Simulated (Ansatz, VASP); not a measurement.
# MoS2 in two plane-wave programs

Wanted: the spread between two codes on one cell, functional and k mesh. The cell is taken from a series of runs on this material, whose earlier steps may have relaxed, scaled, displaced or heated it; both programs get it as it stands.

Main program and level: Ansatz 0.2.0; plane waves, with VASP 6.6.1 beside it; relaxation of cell and atoms at LDA.

## Step 1: Starting point

It takes space group P6_3/mmc (No. 194, hexagonal). Conventional cell: a = 3.122 Å, b = 3.122 Å, c = 12.077 Å, α = 90.00°, β = 90.00°, γ = 120.00°. Nearest to Mo lie 6 S at 2.38 Å. S has 3 Mo at 2.38 Å nearest. Farther neighbours and most contacts between anions are not listed.

As a file:

```xyz
6
Lattice="3.1223 0.0000 0.0000 -1.5611 2.7040 0.0000 0.0000 0.0000 12.0772" Properties=species:S:1:pos:R:3 pbc="T T T"
Mo    0.0000    1.8026    3.0193
Mo    1.5611    0.9013    9.0579
S     0.0000    1.8026    7.5036
S     1.5611    0.9013    1.4650
S     0.0000    1.8026   10.6122
S     1.5611    0.9013    4.5736
```

## Step 2: VASP: relaxation of cell and atoms, LDA

The relaxed volume is the usual yardstick between codes: in a stiff, nearly cubic crystal its relative difference is about their pressure difference at one cell divided by the bulk modulus.

Lines of VASP's logs that name or quote its potential files are left out, and so is its time.

Contents of INCAR:

```
SYSTEM = MoS2
PREC = Accurate
ENCUT = 500
EDIFF = 1E-07
NELM = 120
ISMEAR = 0
SIGMA = 0.01
LREAL = .FALSE.
ALGO = Normal
GGA = CA
NBANDS = 32
LASPH = .TRUE.
LORBIT = 11
LWAVE = .FALSE.
LCHARG = .FALSE.
ISIF = 3
IBRION = 2
NSW = 80
EDIFFG = -0.005
GGA_COMPAT = .FALSE.
NELMIN = 4
EFERMI = MIDGAP
KPAR = 2
```

Contents of POSCAR:

```
MoS2
1.0
    3.1222600000      0.0000000000      0.0000000000
   -1.5611300000      2.7039570000      0.0000000000
    0.0000000000      0.0000000000     12.0772420000
Mo S
2 4
Direct
    0.3333333333      0.6666666667      0.2500000414
    0.6666666667      0.3333333333      0.7500000414
    0.3333333333      0.6666666667      0.6213037712
    0.6666666667      0.3333333333      0.1213037712
    0.3333333333      0.6666666667      0.8786962288
    0.6666666667      0.3333333333      0.3786962288
```

Contents of KPOINTS:

```
Automatic mesh
0
Gamma
12 12 4
0 0 0
```

Potentials, in the order of the species: Mo_sv and S (LDA family, release 64).

On the command line:

```
$ mpirun -np 2 vasp_std
```

Numbers of over 12 decimals in the logs are rounded to 6 here.

The log of the run:

```text
[banner, memory and clock lines left out]
running    2 mpi-ranks, on    1 nodes
 distrk:  each k-point on    1 cores,    2 groups
 distr:  one band on    1 cores,    1 groups

 POSCAR found type information on POSCAR MoS
 POSCAR found :  2 types and       6 ions
 LDA part: xc-table for (Slater(with rela. corr.)+CA(PZ))
 , standard interpolation
 POSCAR, INCAR and KPOINTS ok, starting setup
 FFT: planning ... GRIDC
 FFT: planning ... GRID_SOFT
 FFT: planning ... GRID
 WAVECAR not read
 entering main loop
       N       E                     dE             d eps       ncg     rms          rms(c)
DAV:   1     0.464341529463E+03    0.46434E+03   -0.28916E+04  4064   0.151E+03
DAV:   2    -0.247618081638E+02   -0.48910E+03   -0.47607E+03  4320   0.406E+02
DAV:   3    -0.512664733825E+02   -0.26505E+02   -0.26225E+02  4648   0.832E+01
DAV:   4    -0.517978300054E+02   -0.53136E+00   -0.52974E+00  4408   0.117E+01
DAV:   5    -0.518103344085E+02   -0.12504E-01   -0.12499E-01  4544   0.170E+00    0.375E+01
DAV:   6    -0.496491941331E+02    0.21611E+01   -0.17223E+01  4136   0.248E+01    0.125E+01
DAV:   7    -0.492750122944E+02    0.37418E+00   -0.73595E+00  4176   0.156E+01    0.904E+00
DAV:   8    -0.489584980180E+02    0.31651E+00   -0.12582E+00  4448   0.687E+00    0.269E+00
DAV:   9    -0.489654408402E+02   -0.69428E-02   -0.10421E-01  4840   0.155E+00    0.114E+00
DAV:  10    -0.489579455702E+02    0.74953E-02   -0.44127E-02  4448   0.130E+00    0.235E-01
DAV:  11    -0.489578743974E+02    0.71173E-04   -0.20475E-03  4536   0.263E-01    0.122E-01
DAV:  12    -0.489578482075E+02    0.26190E-04   -0.14614E-04  4376   0.599E-02    0.799E-02
DAV:  13    -0.489578295708E+02    0.18637E-04   -0.18231E-04  4664   0.735E-02    0.200E-02
DAV:  14    -0.489578279502E+02    0.16206E-05   -0.20036E-05  4472   0.283E-02    0.108E-02
DAV:  15    -0.489578279394E+02    0.10848E-07   -0.82892E-07  4016   0.509E-03
   1 F= -.48957828E+02 E0= -.48957828E+02  d E =-.489578E+02
[...]
2 F= -.48957794E+02 E0= -.48957794E+02  d E =0.335376E-04
[...]
3 F= -.48957856E+02 E0= -.48957856E+02  d E =-.280246E-04
 curvature:  -0.19 expect dE=-0.234E-05 dE for cont linesearch -0.640E-08
 trial: gam= 0.11045 g(F)=  0.869E-08 g(S)=  0.122E-04 ort =-0.207E-05 (trialstep = 0.881E+00)
 search vector abs. value=  0.133E-04
 bond charge predicted
       N       E                     dE             d eps       ncg     rms          rms(c)
DAV:   1    -0.489579036157E+02   -0.47656E-04   -0.14606E-03  3744   0.262E-01    0.429E-02
DAV:   2    -0.489578732414E+02    0.30374E-04   -0.19549E-04  4456   0.870E-02    0.320E-02
DAV:   3    -0.489578652882E+02    0.79532E-05   -0.23028E-05  4304   0.300E-02    0.950E-03
DAV:   4    -0.489578628644E+02    0.24238E-05   -0.10650E-05  4280   0.167E-02    0.569E-03
DAV:   5    -0.489578628293E+02    0.35174E-07   -0.38846E-07  3704   0.358E-03
   4 F= -.48957863E+02 E0= -.48957863E+02  d E =-.686527E-05
 trial-energy change:   -0.000007  1 .order   -0.000007   -0.000011   -0.000003
 step:   1.3176(harm=  1.3176)  dis= 0.00008  next Energy=   -48.957864 (dE=-0.787E-05)
 reached required accuracy - stopping structural energy minimisation
```

Parts of OUTCAR (step 2):

```text
ion  position               nearest neighbor table
   1  0.333  0.667  0.250-   6 2.38   6 2.38   6 2.38   4 2.38   4 2.38   4 2.38
   2  0.667  0.333  0.750-   5 2.38   5 2.38   5 2.38   3 2.38   3 2.38   3 2.38
   3  0.333  0.667  0.621-   2 2.38   2 2.38   2 2.38
   4  0.667  0.333  0.121-   1 2.38   1 2.38   1 2.38
   5  0.333  0.667  0.879-   2 2.38   2 2.38   2 2.38
   6  0.667  0.333  0.379-   1 2.38   1 2.38   1 2.38

  LATTYP: Found a hexagonal cell.
 ALAT       =     3.1222600000
 C/A-ratio  =     3.8681089980

 Subroutine GETGRP returns: Found 24 space group operations
 (whereof 12 operations were pure point group operations)

The static configuration has the point symmetry D_3d.
 The point group associated with its full space group is D_6h.

 Found     57 irreducible k-points:

   k-points           NKPTS =     57   k-points in BZ     NKDIM =     57   number of bands    NBANDS=     32

   dimension x,y,z NGX =    24 NGY =   24 NGZ =   90
   dimension x,y,z NGXF=    48 NGYF=   48 NGZF=  180

   ENCUT  =  500.0 eV  36.75 Ry    6.06 a.u.   5.69  5.69 22.02*2*pi/ulx,y,z

   NELECT =      52.0000    total number of electrons

 k-points in reciprocal lattice and weights: Automatic mesh
   0.00000000  0.00000000  0.00000000       0.002
   0.08333333 -0.00000000  0.00000000       0.010
   0.16666667 -0.00000000  0.00000000       0.010
   0.25000000 -0.00000000  0.00000000       0.010
   0.33333333 -0.00000000  0.00000000       0.010
   0.41666667 -0.00000000  0.00000000       0.010
   0.50000000 -0.00000000  0.00000000       0.005
   0.08333333  0.08333333  0.00000000       0.010
   0.16666667  0.08333333  0.00000000       0.021
[...]
0.33333333  0.25000000  0.50000000       0.021
   0.33333333  0.33333333  0.50000000       0.003

 average (electrostatic) potential at core
       1 -74.1622       2 -74.1622       3 -84.3810       4 -84.3810       5 -84.3811
       6 -84.3811

 E-fermi :   8.4252

 k-point     1 :       0.0000    0.0000    0.0000
  band No.  band energies     occupation
    ...
     22       5.8506      2.00000
     23       5.8506      2.00000
     24       6.6590      2.00000
     25       6.9148      2.00000
     26       8.0563      2.00000
     27      10.1943      0.00000
     28      10.1943      0.00000
     29      10.2262      0.00000
     30      10.2262      0.00000
     31      10.3776      0.00000
    ...

 k-point     2 :       0.0833   -0.0000    0.0000
  band No.  band energies     occupation
    ...
     22       5.6770      2.00000
     23       5.9247      2.00000
     24       6.6818      2.00000
     25       7.0606      2.00000
     26       7.8313      2.00000
     27      10.0705      0.00000
     28      10.1081      0.00000
     29      10.2005      0.00000
     30      10.2350      0.00000
     31      10.2943      0.00000
    ...

 k-point     3 :       0.1667   -0.0000    0.0000
  band No.  band energies     occupation
    ...
     22       5.2694      2.00000
     23       5.9041      2.00000
     24       6.6703      2.00000
     25       6.9124      2.00000
     26       7.2022      2.00000
     27       9.5259      0.00000
     28       9.9244      0.00000
     29       9.9356      0.00000
     30      10.1531      0.00000
     31      10.2072      0.00000
    ...

  Total       -0.0041038     -0.0041038     -0.0138162      0.0000000      0.0000000      0.0000000
  in kB       -0.0644518     -0.0644518     -0.2169876      0.0000000      0.0000000      0.0000000
  external PRESSURE =      -0.1152971 kB  Pullay stress =       0.0000000 kB

  energy-cutoff  :      500.00
  volume of cell :      102.02
      direct lattice vectors                 reciprocal lattice vectors
     3.123333154 -0.000000000 -0.000000000     0.320170776  0.184850648  0.000000000
    -1.561666577  2.704886379  0.000000000     0.000000000  0.369701296 -0.000000000
    -0.000000000  0.000000000 12.075273666     0.000000000 -0.000000000  0.082813858

 POSITION                                       TOTAL-FORCE (eV/Angst)
 -----------------------------------------------------------------------------------
     -0.00000      1.80326      3.01882        -0.000000      0.000000     -0.000000
      1.56167      0.90163      9.05646         0.000000     -0.000000     -0.000000
     -0.00000      1.80326      7.50211        -0.000000     -0.000000     -0.004037
      1.56167      0.90163      1.46447         0.000000      0.000000     -0.004037
     -0.00000      1.80326     10.61080        -0.000000     -0.000000      0.004037
      1.56167      0.90163      4.57317         0.000000      0.000000      0.004037
 -----------------------------------------------------------------------------------
    total drift:                                0.000000     -0.000000     -0.000747

  FREE ENERGIE OF THE ION-ELECTRON SYSTEM (eV)
  ---------------------------------------------------
  free  energy   TOTEN  =       -48.9578628293 eV

  energy  without entropy=      -48.9578628293  energy(sigma->0) =      -48.95786283

 reached required accuracy - stopping structural energy minimisation

 total charge
# of ion       s       p       d       tot
------------------------------------------
    1        2.305   6.237   4.033  12.575
    2        2.305   6.237   4.033  12.575
    3        1.363   2.341   0.000   3.704
    4        1.363   2.341   0.000   3.704
    5        1.363   2.341   0.000   3.704
    6        1.363   2.341   0.000   3.704
--------------------------------------------------
tot         10.063  21.839   8.066  39.968

[... 3 further parts left out ...]
```

## Step 3: Ansatz: relaxation of cell and atoms, LDA

Ansatz runs on its PAW soft_1 files.

The same cell, functional (in two slightly different forms) and mesh now go to Ansatz, which takes its cutoff from its data sets.

Contents of input.yaml:

```yaml
crystal:
  lattice:
    - [3.1222601964, 0.0, 0.0]
    - [-1.5611300982, 2.7039566473, 0.0]
    - [0.0, 0.0, 12.0772421668]
  atoms:
    - { symbol: Mo, position: [0.3333333333, 0.6666666667, 0.25] }
    - { symbol: Mo, position: [0.6666666667, 0.3333333333, 0.75] }
    - { symbol: S, position: [0.3333333333, 0.6666666667, 0.6213037887] }
    - { symbol: S, position: [0.6666666667, 0.3333333333, 0.1213037887] }
    - { symbol: S, position: [0.3333333333, 0.6666666667, 0.8786962113] }
    - { symbol: S, position: [0.6666666667, 0.3333333333, 0.3786962113] }
kpoints:
  mp_grid: { grid: [12, 12, 4] }
hamiltonian:
  xc: lda
  pseudopotentials: { kind: paw, azcp: { folder: soft_1 }, xc_functional: pbe }
scf:
  occupations: { method: fixed }
  lower_state_search: "off"
output:
  forces: true
  stress: true
  eigenvalues: true
relax:
  adjacent_minimum: "off"
  f_tol: 0.001
  max_steps: 60
  cell: { stress_tol: 0.01 }
```

On the command line:

```
$ ansatz run input.yaml --threads 18 --pin off --max-ram 92160MiB --backend cuda --events-out ev --progress --plain --runs-dir out
```

The log of the run:

```text
Engine: ansatz 0.2.0, aarch64-unknown-linux-gnu
Pseudopotentials: kind: paw
Pseudopotential: Mo, paw, valence charge 14, recommended cutoff 420 eV (normal), soft_1/Mo.paw.azcp
Pseudopotential: S, paw, valence charge 6, recommended cutoff 420 eV (normal), soft_1/S.paw.azcp
Functional definition: SPW92
  exchange = slater_x
  correlation = pw_c
[...]
Crystal: 6 atoms, lattice volume = 101.962 Å³
Basis set: ecut = 420 eV, 1997 PW (Γ)
Bands: 32, of which v1, the nominal top of the filled ones, is band 26 counted from 1 (25 counted from 0)
Symmetry: 24 space group operations
Space group: P63/mmc (ITA 194), of the structure as read, at distance tolerance 4.7e-5 Å
k-points: 57 of 576
Non-local potential: Mo, projectors of the file, l = 0: 3, l = 1: 2, l = 2: 2, l = 3: 1
Non-local potential: S, projectors of the file, l = 0: 2, l = 1: 2, l = 2: 1
PAW form: soft (Blöchl's): semilocal exchange-correlation on the pseudo side does not see the compensation charge
PAW frozen core: Mo, regenerated for the run's functional, and the local potential with it (the file was generated under x = pbe(κ = 0.804, μ = 0.219515), c = pbe(β = 0.066725))
PAW frozen core: S, regenerated for the run's functional, and the local potential with it (the file was generated under x = pbe(κ = 0.804, μ = 0.219515), c = pbe(β = 0.066725))
PAW one-centre angular grid: Mo, 590 points (default); XC on 64 Gauss nodes
PAW one-centre angular grid: S, 110 points (default); XC on 64 Gauss nodes
Initial density: superposition of atomic densities (chi_scale 0.1, normalization cell, long waves kept (reshape's long-wave potential 0.07 eV rms))
Initial wavefunctions: pseudopotential atomic-orbital guess
[...]
Functional: x = slater, c = lda
SCF iter   1: F=—  HF=-13171.532041 eV  |F-HF|=—  |Δ(HF+E_count)|=         —  Δρ=6.08e-2  dr2=4.82e0  ethr=3.10e-3  ⟨swp⟩=5.5  Hψ=8287  notcnv=0  defer=133
preconditioner: auto → Resta (q_TF=auto, 2.439 Å⁻¹)  ε∞=8.0  [insulator: Δε(μ)=0.631 eV  Ē_g=8.326 eV  n_scr=26 (ndim 8)  ℏωp=22.1 eV  f_vac=0.000  ε∞_Penn≈8.0]
SCF iter   2: F=—  HF=-13170.275339 eV  |F-HF|=—  |Δ(HF+E_count)|=    1.26e0  Δρ=2.71e-2  dr2=1.75e0  ethr=3.10e-3  ⟨swp⟩=3.6  Hψ=3930  notcnv=0  defer=132
[...]
SCF iter   9: F=-13169.831501 eV  HF=-13169.831501 eV  |F-HF|=2.74e-9  |Δ(HF+E_count)|=   1.96e-8  Δρ=1.93e-6  dr2=4.66e-9  ethr=1.92e-10  ⟨swp⟩=5.0  Hψ=6601  notcnv=0
SCF 1 converged in 9 iterations: F = -13169.831501 eV  dr2 = 4.66e-9
  greatest PAW one-centre occupation: 0.998 electrons in one spin orbital (limit 2), on the Mo atom at site 1 (counted from 0), in its partial waves of l = 0
relax step   1: F+E_penalty+E_count = -13169.83150082 eV  Δ(F+E_penalty+E_count) = +0.000e0 eV  max|allowed force component| = 1.740e-3 eV/Å  Δτ_max = 0.0000 Å  P = -0.008 GPa  Ω = 101.962 Å³  (9 SCF iters, dr2 threshold 1.00e-7 eV, accepted)
[...]
relax step   2: F+E_penalty+E_count = -13169.83149886 eV  Δ(F+E_penalty+E_count) = +1.957e-6 eV  max|allowed force component| = 1.211e-3 eV/Å  Δτ_max = 0.0002 Å  P = -0.003 GPa  Ω = 101.969 Å³  energy of the carried Pulay correction = -1.834e-6 eV  (5 SCF iters, dr2 threshold 8.24e-10 eV, rejected (line search))
[...]
relax step   3: F+E_penalty+E_count = -13169.83150150 eV  Δ(F+E_penalty+E_count) = -6.814e-7 eV  max|allowed force component| = 4.458e-5 eV/Å  Δτ_max = 0.0001 Å  P = +0.001 GPa  Ω = 101.960 Å³  energy of the carried Pulay correction = +3.274e-7 eV  (8 SCF iters, accepted)
[...]
relax step   4: F+E_penalty+E_count = -13169.83150096 eV  Δ(F+E_penalty+E_count) = +5.410e-7 eV  max|allowed force component| = 4.414e-5 eV/Å  Δτ_max = 0.0000 Å  P = +0.001 GPa  Ω = 101.960 Å³  stress off target by 1.64e-3 GPa  SCF on the basis re-selected at this cell (its energy is not comparable with the rows above)  (10 SCF iters)
basis re-selected at this cell: Δ(F+E_penalty+E_count) = +5.410e-7 eV, ΔP = +0.000 GPa vs the last step (what re-selecting the basis moved, of the pressure what is left beyond the Pulay correction that the steps carried, after the strain that the cell walked since its last selection, with what the two solves' SCF thresholds leave and, on support functions, any second-order correction that the steps lacked; it is no m [...]
SCF converged after 10 iterations
Free energy (F): -13169.831501 eV
Harris-Foulkes:  -13169.831501 eV  (|F-HF|=5.46e-12)
Internal energy: -13169.831501 eV  (E = F + TS)
E sigma→0 (E₀):  -13169.831501 eV
Fermi energy:    11.539466 eV
--- Per-component energies (eV) ---
  E_band       = -284.190942
  E_kinetic    = 1276.237024
  E_local      = -3791.678580  (includes V_loc(G=0)·N_el)
  E_nonlocal   = 448.731466
  E_hartree    = 1462.204787
  E_xc         = -706.535150
  E_vxc        = -774.807985  (∫ρ·V_xc dr)
  E_paw        = -8507.231495  (= ΣΔE_a)
  E_vpaw       = -367.082526  (= ΣTr[D̂ρ^β])
  E_aug_tail   = 0.000078  (compensation charges beyond the density's cutoff)
  E_ewald      = -3353.118052
  E_core_change = 1.558422  (= ΣΔE_core)
  E_smearing   = -0.000000  (= −TS)
  E_closure    = 0.000000  (closes the sum)
  Σ components = -13169.831501   (vs F -13169.831501, Δ=0.00e0)
--- Forces (eV/Å), atoms counted from 1 ---
  atom   1  Mo     0.00000000     0.00000000    -0.00000000
  atom   2  Mo     0.00000000    -0.00000000     0.00000000
  atom   3  S     -0.00000000    -0.00000000     0.00004414
  atom   4  S      0.00000000     0.00000000     0.00004414
  atom   5  S      0.00000000    -0.00000000    -0.00004414
  atom   6  S      0.00000000     0.00000000    -0.00004414
  max |Σ_I F_I| component: 9.25e-18 eV/Å
--- Stress (GPa, compression-positive) ---
        0.001642       0.000000      -0.000000
        0.000000       0.001642      -0.000000
       -0.000000      -0.000000      -0.001374
  P = ⅓ Tr σ = 0.0006 GPa (0.006 kbar)
--- Band table (eV; the first three rows and the last of 57) ---
  k-point 0: bands = [... 22 lower, 9.3274, 10.1364, 10.3950, 11.5395, 13.6727, 13.6727, 13.7040, 13.7040, ... 2 higher]
  k-point 1: bands = [... 22 lower, 9.3191, 9.5292, 10.8580, 11.4701, 13.6728, 13.6728, 13.6912, 13.6912, ... 2 higher]
  k-point 2: bands = [... 22 lower, 9.2992, 9.2992, 11.2499, 11.2499, 13.6770, 13.6770, 13.6770, 13.6770, ... 2 higher]
  k-point 56: bands = [... 22 lower, 8.5436, 8.5436, 10.7273, 10.7273, 12.6162, 12.6162, 13.6969, 13.6969, ... 2 higher]
--- Relaxed structure (3 steps of the walk, 2 accepted, 1 SCFs on fresh bases) ---
  F+E_penalty+E_count = -13169.83150096 eV   max|allowed force component| = 4.414e-5 eV/Å   (the final SCF, on the basis selected at the relaxed cell)
  cell:  # Å, volume = 101.9603 Å³
    - [3.122282, 0.0, 0.0]
    - [-1.561141, 2.703976, 0.0]
    - [0.0, 0.0, 12.076914]
  atoms:
    - { symbol: Mo, position: [0.333333, 0.666667, 0.250000] }
    - { symbol: Mo, position: [0.666667, 0.333333, 0.75] }
    - { symbol: S, position: [0.333333, 0.666667, 0.621308] }
    - { symbol: S, position: [0.666667, 0.333333, 0.121308] }
    - { symbol: S, position: [0.333333, 0.666667, 0.878692] }
    - { symbol: S, position: [0.666667, 0.333333, 0.378692] }
```

The column dr2 measures how far the density is from self-consistency, as an energy; F and HF (Harris–Foulkes) agree once it is small.

## Step 4: Side by side

Known differences besides the potentials themselves: the two LDA forms differ slightly; fixed occupations in Ansatz, narrow Gaussian smearing in VASP; the cutoff is 420 eV in Ansatz and 500 eV in VASP; VASP's log shows a relativistic correction to its local exchange, Ansatz's none; Ansatz adds a Pulay correction to the stress that steers its cell, VASP none. Total energies have different zeros and are not compared.

The two programs side by side:

| quantity | Ansatz | VASP | difference |
| --- | --- | --- | --- |
| volume (Å³) | 101.96 | 102.02 | -0.05 % |
| edge a after relaxation, in the typed setting (Å) | 3.122 | 3.123 | -0.03 % |
| edge c after relaxation, in the typed setting (Å) | 12.077 | 12.075 | +0.01 % |

## Step 5: Results

```
difference in volume (relaxation of cell and atoms, LDA) : -0.054 %
```

In words: The difference in volume is -0.054 % (relaxation of cell and atoms, LDA), within the 1.2 % picked in this series as the mark of a large difference, as far as the stopping tolerances let one tell. How closely two codes agree says nothing of how well the functional describes the real material.

[Lines on the potential files, build, host, timing and source positions are cut from VASP's logs without a mark.]

[Logs are printed without paths, hosts, clocks, repeated set-up lines and the standing remarks that a program may print on its own settings, such as how far it seeks lower states.]

[Hosts, paths, dates, database ids (printed as entryN), source tags and the programs' standing remarks are cut or masked in the printed files.]
